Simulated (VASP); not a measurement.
# CaNi3O4 (Pm-3n) in VASP: single point with r2SCAN

Aim: the single point of CaNi3O4 with r2SCAN.

All numbers are computed with VASP 6.6.1; they aren't measurements. Logs are shortened: lines on timing, memory, paths and dates and some standing lists are left out, and cuts for length are marked.

## 1. Starting point

The structure is cubic, space group Pm-3n (No. 223). Conventional cell: a = 5.505 Å, b = 5.505 Å, c = 5.505 Å, α = 90.00°, β = 90.00°, γ = 90.00°. Ca (site symmetry m-3) is surrounded by 8 O at 2.38 Å. Around Ni (site symmetry -4m2) lie 4 O at 1.95 Å. Around O (site symmetry 32) lie 3 Ni at 1.95 Å.

The cell was built by a generator and needn't be a form met in nature.

## 2. Single point, r2SCAN

File POSCAR:

```
CaNi3O4
1.0
    5.5050659000      0.0000000000      0.0000000000
    0.0000000000      5.5050659000      0.0000000000
    0.0000000000      0.0000000000      5.5050659000
Ca Ni O
2 6 8
Direct
    0.0000000000      0.0000000000      0.0000000000
    0.5000000000      0.5000000000      0.5000000000
    0.2500000000      0.0000000000      0.5000000000
    0.5000000000      0.7500000000      0.0000000000
    0.7500000000      0.0000000000      0.5000000000
    0.5000000000      0.2500000000      0.0000000000
    0.0000000000      0.5000000000      0.7500000000
    0.0000000000      0.5000000000      0.2500000000
    0.2500000000      0.2500000000      0.2500000000
    0.2500000000      0.7500000000      0.7500000000
    0.7500000000      0.7500000000      0.2500000000
    0.7500000000      0.2500000000      0.7500000000
    0.7500000000      0.7500000000      0.7500000000
    0.7500000000      0.2500000000      0.2500000000
    0.2500000000      0.2500000000      0.7500000000
    0.2500000000      0.7500000000      0.2500000000
```

File INCAR.step1:

```
ALGO = Normal ; EDIFF = 1E-4
ENCUT = 520 ; GGA = PE
ISMEAR = -1 ; LASPH = True
LCHARG = False ; LREAL = Auto
LWAVE = True ; NBANDS = 78
NELM = 100 ; PREC = Accurate
SIGMA = 0.1
```

File INCAR.step2:

```
ALGO = Normal ; EDIFF = 1E-6
ENCUT = 520 ; ISIF = 2
ISMEAR = -1 ; ISTART = 1
LASPH = True ; LCHARG = False
LMIXTAU = True ; LREAL = Auto
LWAVE = False ; METAGGA = R2SCAN
NBANDS = 78 ; NELM = 100
PREC = Accurate ; SIGMA = 0.1
```

File KPOINTS:

```
k-points
0
Gamma
  6 6 6
```

Potentials or basis: VASP PAW PBE potentials, release 64 (Ca_sv, Ni, O).

Launch:

```bash
cat potpaw_PBE.64/Ca_sv/POTCAR potpaw_PBE.64/Ni/POTCAR potpaw_PBE.64/O/POTCAR > POTCAR
cp INCAR.step1 INCAR
mpirun -np 1 vasp_std > vasp.out
cp INCAR.step2 INCAR
mpirun -np 1 vasp_std > vasp.out
```

OUTCAR:

```text
EDIFF = 1E-6
   ENCUT = 520
   ISIF = 2
   ISMEAR = -1
   ISTART = 1
   LASPH = True
   LREAL = Auto
   METAGGA = R2SCAN
   NELM = 100
   PREC = Accurate

 ion  position               nearest neighbor table
   1  0.000  0.000  0.000-   9 2.38  10 2.38  11 2.38  12 2.38  13 2.38  14 2.38  15 2.38  16 2.38
                             5 3.08   6 3.08   7 3.08   8 3.08   3 3.08   4 3.08   3 3.08   5 3.08
   2  0.500  0.500  0.500-   9 2.38  10 2.38  11 2.38  12 2.38  13 2.38  14 2.38  15 2.38  16 2.38
                             5 3.08   6 3.08   7 3.08   8 3.08   3 3.08   4 3.08   4 3.08   6 3.08
   3  0.250  0.000  0.500-   9 1.95  10 1.95  15 1.95  16 1.95   5 2.75   5 2.75   1 3.08   1 3.08
                             2 3.08   2 3.08
   4  0.500  0.750  0.000-  10 1.95  11 1.95  13 1.95  16 1.95   6 2.75   6 2.75   1 3.08   2 3.08
                             2 3.08   1 3.08
   5  0.750  0.000  0.500-  11 1.95  12 1.95  13 1.95  14 1.95   3 2.75   3 2.75   1 3.08   1 3.08
                             2 3.08   2 3.08
   6  0.500  0.250  0.000-   9 1.95  12 1.95  14 1.95  15 1.95   4 2.75   4 2.75   1 3.08   2 3.08
                             2 3.08   1 3.08
   7  0.000  0.500  0.750-  10 1.95  12 1.95  13 1.95  15 1.95   8 2.75   8 2.75   1 3.08   2 3.08
                             1 3.08   2 3.08
   8  0.000  0.500  0.250-   9 1.95  11 1.95  14 1.95  16 1.95   7 2.75   7 2.75   1 3.08   2 3.08
                             1 3.08   2 3.08
   9  0.250  0.250  0.250-   3 1.95   6 1.95   8 1.95   2 2.38   1 2.38
  10  0.250  0.750  0.750-   3 1.95   4 1.95   7 1.95   2 2.38   1 2.38
  11  0.750  0.750  0.250-   4 1.95   5 1.95   8 1.95   2 2.38   1 2.38
  12  0.750  0.250  0.750-   5 1.95   6 1.95   7 1.95   2 2.38   1 2.38
  13  0.750  0.750  0.750-   4 1.95   5 1.95   7 1.95   2 2.38   1 2.38
  14  0.750  0.250  0.250-   5 1.95   6 1.95   8 1.95   2 2.38   1 2.38
  15  0.250  0.250  0.750-   3 1.95   6 1.95   7 1.95   2 2.38   1 2.38
  16  0.250  0.750  0.250-   3 1.95   4 1.95   8 1.95   2 2.38   1 2.38

  LATTYP: Found a simple cubic cell.
 ALAT       =     5.5050659000

  Lattice vectors:

 A1 = (   5.5050659000,   0.0000000000,   0.0000000000)
 A2 = (   0.0000000000,   5.5050659000,   0.0000000000)
 A3 = (   0.0000000000,   0.0000000000,   5.5050659000)

Analysis of symmetry for initial positions (statically):
=====================================================================
 Subroutine PRICEL returns:
 Original cell was already a primitive cell.

 Routine SETGRP: Setting up the symmetry group for a
 simple cubic supercell.

 Subroutine GETGRP returns: Found 48 space group operations
 (whereof 24 operations were pure point group operations)
 out of a pool of 48 trial point group operations.

The static configuration has the point symmetry T_h .
 The point group associated with its full space group is O_h .

Analysis of symmetry for dynamics (positions and initial velocities):
=====================================================================
 Subroutine PRICEL returns:
 Original cell was already a primitive cell.

 Routine SETGRP: Setting up the symmetry group for a
 simple cubic supercell.

 Subroutine GETGRP returns: Found 48 space group operations
 (whereof 24 operations were pure point group operations)
 out of a pool of 48 trial point group operations.

The dynamic configuration has the point symmetry T_h .
 The point group associated with its full space group is O_h .

 Subroutine INISYM returns: Found 48 space group operations
 (whereof 24 operations are pure point group operations),
 and found     1 'primitive' translations

----------------------------------------------------------------------------------------

                                     Primitive cell

  volume of cell :     166.8352

  direct lattice vectors                    reciprocal lattice vectors
     5.505065900  0.000000000  0.000000000     0.181650868  0.000000000  0.000000000
     0.000000000  5.505065900  0.000000000     0.000000000  0.181650868  0.000000000
     0.000000000  0.000000000  5.505065900     0.000000000  0.000000000  0.181650868

  length of vectors
     5.505065900  5.505065900  5.505065900     0.181650868  0.181650868  0.181650868

  position of ions in fractional coordinates (direct lattice)
     0.000000000  0.000000000  0.000000000
     0.500000000  0.500000000  0.500000000
     0.250000000  0.000000000  0.500000000
     0.500000000  0.750000000  0.000000000
     0.750000000  0.000000000  0.500000000
     0.500000000  0.250000000  0.000000000
[... 8 lines left out ...]
     0.250000000  0.250000000  0.750000000
     0.250000000  0.750000000  0.250000000

  ion indices of the primitive-cell ions
   primitive index   ion index
                 1           1
                 2           2
                 3           3
                 4           4
                 5           5
                 6           6
[... 8 lines left out ...]
                15          15
                16          16

----------------------------------------------------------------------------------------

 KPOINTS: k-points

Automatic generation of k-mesh.
 Grid dimensions read from file:
 generate k-points for:    6    6    6

 Generating k-lattice:

  Cartesian coordinates                     Fractional coordinates (reciprocal lattice)
     0.030275145  0.000000000  0.000000000     0.166666667  0.000000000  0.000000000
     0.000000000  0.030275145  0.000000000     0.000000000  0.166666667  0.000000000
     0.000000000  0.000000000  0.030275145     0.000000000  0.000000000  0.166666667

  Length of vectors
     0.030275145  0.030275145  0.030275145

  Shift w.r.t. Gamma in fractional coordinates (k-lattice)
     0.000000000  0.000000000  0.000000000

 Subroutine IBZKPT returns following result:
 ===========================================

 Found     20 irreducible k-points:

 Following reciprocal coordinates:
            Coordinates               Weight
  0.000000  0.000000  0.000000      1.000000
  0.166667  0.000000  0.000000      6.000000
  0.333333  0.000000  0.000000      6.000000
  0.500000  0.000000  0.000000      3.000000
  0.166667  0.166667  0.000000     12.000000
  0.333333  0.166667  0.000000     24.000000
[... 12 lines left out ...]
  0.500000  0.500000  0.333333      6.000000
  0.500000  0.500000  0.500000      1.000000
   k-points           NKPTS =     20   k-points in BZ     NKDIM =     20   number of bands    NBANDS=     78
   number of dos      NEDOS =    301   number of ions     NIONS =     16
   total plane-waves  NPLWV =  74088
   dimension x,y,z NGX =    42 NGY =   42 NGZ =   42
   dimension x,y,z NGXF=    84 NGYF=   84 NGZF=   84
   ions per type =               2   6   8
   NGX,Y,Z   is equivalent  to a cutoff of  12.68, 12.68, 12.68 a.u.
   NGXF,Y,Z  is equivalent  to a cutoff of  25.37, 25.37, 25.37 a.u.
 SYSTEM =  unknown system
   PREC   = accura    normal or accurate (medium, high low for compatibility)
   ISTART =      1    job   : 0-new  1-cont  2-samecut
   ICHARG =      0    charge: 1-file 2-atom 10-const
   ISPIN  =      1    spin polarized calculation?
   LNONCOLLINEAR =      F non collinear calculations
   LSORBIT =      F    spin-orbit coupling
   LASPH  =      T    aspherical Exc in radial PAW
   ENCUT  =  520.0 eV  38.22 Ry    6.18 a.u.  10.24 10.24 10.24*2*pi/ulx,y,z
   NELM   =    100;   NELMIN=  2; NELMDL=  0     # of ELM steps
   EDIFF  = 0.1E-05   stopping-criterion for ELM
   LREAL  =      T    real-space projection
   EDIFFG = 0.1E-04   stopping-criterion for IOM
   NSW    =      0    number of steps for IOM
   IBRION =     -1    ionic relax: 0-MD 1-quasi-New 2-CG
   NFREE  =      0    steps in history (QN), initial steepest desc. (CG)
   ISIF   =      2    stress and relaxation
   ISYM   =      2    0-nonsym 1-usesym 2-fastsym
   POTIM  = 0.5000    time-step for ionic-motion
   TEBEG  =    0.0;   TEEND  =   0.0 temperature during run
   PSTRESS=    0.0 pullay stress
   NELECT =     128.0000    total number of electrons
   NUPDOWN=      -1.0000    fix difference up-down
   EMIN   =  10.00;   EMAX   =-10.00  energy-range for DOS
   EFERMI =   0.00;   METHOD = LEGACY
   ISMEAR =    -1;   SIGMA  =   0.10  broadening in eV -4-tet -1-fermi 0-gaus
   EFERMI_NEDOS =   21; number of points for ismear=-14 and -15
   IALGO  =     38    algorithm
   IMIX   =      4    mixing-type and parameters
     AMIX     =   0.40;   BMIX     =  1.00
     AMIX_MAG =   1.60;   BMIX_MAG =  1.00
  volume/ion in A,a.u.               =      10.43        70.37
  Fermi-wavevector in a.u.,A,eV,Ry     =   1.498703  2.832138 30.560199  2.246111
  Thomas-Fermi vector in A             =   2.610428
   LORBIT       =      0    0 simple, 1 ext, 2 COOP (PROOUT), +10 PAW based schemes
   METAGGA = R2SCAN    functional components
   LHFCALC =     F    Hartree Fock is set to
   AEXX    =    0.0000 exact exchange contribution
   IVDW    =     0    specifies the selected vdW correction
   LEPSILON=     F    determine dielectric tensor
   LRPA    =     F    only Hartree local field effects (RPA)
 non-spin polarized calculation
  energy-cutoff  :      520.00
  volume of cell :      166.84
 maximum number of plane-waves:      4632
 NGX is ok and might be reduce to    42
   NGX = 21   NGY = 21   NGZ = 21

 number of electron     127.9999966 magnetization

 Free energy of the ion-electron system (eV)
  ---------------------------------------------------
  ext. energy  EPLUGINS =         0.00000000
  ---------------------------------------------------
  free energy    TOTEN  =      -159.34510265 eV

  energy without entropy =     -159.18878979  energy(sigma->0) =     -159.26694622

 E-fermi :   5.8143     XC(G=0): -12.5688

 val. band max:        5.7902845272   @ k =   0.3333   0.0000   0.0000
 cond. band min:       5.8293537717   @ k =   0.1667   0.0000   0.0000
 fundamental gap:      0.0390692444
 Fermi energy:         5.8143214352

 k-point     1 :       0.0000    0.0000    0.0000
  band No.  band energies     occupation
      1     -34.4393      2.00000
      2     -34.4327      2.00000
      3     -15.5850      2.00000
      4     -15.5850      2.00000
      5     -15.5850      2.00000
      6     -14.7802      2.00000
[... 68 lines left out ...]
     75      12.5733      0.00000
     76      12.6845      0.00000
[... 1499 lines left out ...]
     75      11.9247      0.00000
     76      11.9247      0.00000
 [bands above 76 left out]

------------------------ aborting loop because EDIFF is reached ----------------------------------------

  FORCE on cell =-STRESS in cart. coord.  units (eV):
  Direction    XX          YY          ZZ          XY          YZ          ZX
  --------------------------------------------------------------------------------------
  -------------------------------------------------------------------------------------
  Total       -9.7157711     -9.7157711     -9.7157711      0.0000000      0.0000000      0.0000000
  in kB      -93.3040063    -93.3040063    -93.3040063      0.0000000      0.0000000      0.0000000
  external PRESSURE =     -93.3040063 kB  Pullay stress =       0.0000000 kB

 VOLUME and BASIS-vectors are now :
 -----------------------------------------------------------------------------
  energy-cutoff  :      520.00
  volume of cell :      166.84
      direct lattice vectors                 reciprocal lattice vectors
     5.505065900  0.000000000  0.000000000     0.181650868  0.000000000  0.000000000
     0.000000000  5.505065900  0.000000000     0.000000000  0.181650868  0.000000000
     0.000000000  0.000000000  5.505065900     0.000000000  0.000000000  0.181650868

 POSITION                                       TOTAL-FORCE (eV/Angst)
 -----------------------------------------------------------------------------------
      0.00000      0.00000      0.00000        -0.000000     -0.000000      0.000000
      2.75253      2.75253      2.75253        -0.000000     -0.000000      0.000000
      1.37627      0.00000      2.75253         0.000000      0.000000      0.000000
      2.75253      4.12880      0.00000        -0.000000     -0.000000     -0.000000
      4.12880      0.00000      2.75253        -0.000000      0.000000     -0.000000
      2.75253      1.37627      0.00000         0.000000     -0.000000      0.000000
[... 8 lines left out ...]
      1.37627      1.37627      4.12880        -0.000000     -0.000000      0.000000
      1.37627      4.12880      1.37627         0.000000     -0.000000      0.000000
 -----------------------------------------------------------------------------------
    total drift:                                0.000000      0.000000     -0.000000

  FREE ENERGIE OF THE ION-ELECTRON SYSTEM (eV)
  ---------------------------------------------------
  free  energy   TOTEN  =      -159.3451026532 eV

  energy  without entropy=     -159.1887897925  energy(sigma->0) =     -159.26694622
```

It took 10 min on 1 thread of Intel Xeon 6975P-C (Granite Rapids), shared host; peak memory 0.38 GiB.

Results:

- Free energy: -159.3451 eV
- Pressure: -9.3 GPa
- Band gap on the k mesh: none (metal or under the smearing width)

Caveat: the PAW data sets were made with another functional, which shifts forces and pressure a little; the run has no spin polarisation, though such a crystal can be magnetic; semilocal functionals often make such compounds metallic where correlation or magnetic order opens a gap, which also shifts bond lengths. With open d or f shells a metallic result of r2SCAN can be an artefact of self-interaction; +U or a hybrid may open a gap.
